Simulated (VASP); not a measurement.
H9O4F, 14 atoms in the cell. The cell holds a amorphous, 14 atoms: a = 4.976 Å, b = 4.976 Å, c = 4.976 Å, α = 90.00°, β = 90.00°, γ = 90.00°. The cell was built by a generator and needn't be a form met in nature.

```yaml
Program: VASP 6.6.1
Task: single point
Functional: PBE
Potentials_or_basis: VASP PAW PBE potentials, release 64 (O, H, F)
Cutoff: 520 eV
k_mesh: 1 × 1 × 1
Occupations: fermi-dirac, width 0.02 eV
Spin: no spin polarisation
Dipole_correction: no
Further_INCAR_settings: ALGO = Fast; EDIFF = 1e-06; NBANDS = 33
```

Potentials or basis: VASP PAW PBE potentials, release 64 (O, H, F).

Command:

```console
$ cat potpaw_PBE.64/O/POTCAR potpaw_PBE.64/H/POTCAR potpaw_PBE.64/F/POTCAR > POTCAR
$ mpirun -np 1 vasp_gam > vasp.out
```

Hardware: 1 thread of Intel(R) Xeon(R) Platinum 8259CL CPU @ 2.50GHz (Skylake/Cascade Lake), with other jobs on the host.

**Question.** Estimate the wall time of this run.

**Answer.** It took 14 s on 1 thread of Intel(R) Xeon(R) Platinum 8259CL CPU @ 2.50GHz (Skylake/Cascade Lake), on a shared host, peak memory 0.22 GiB. Counts: scf iterations 15, k points 1.
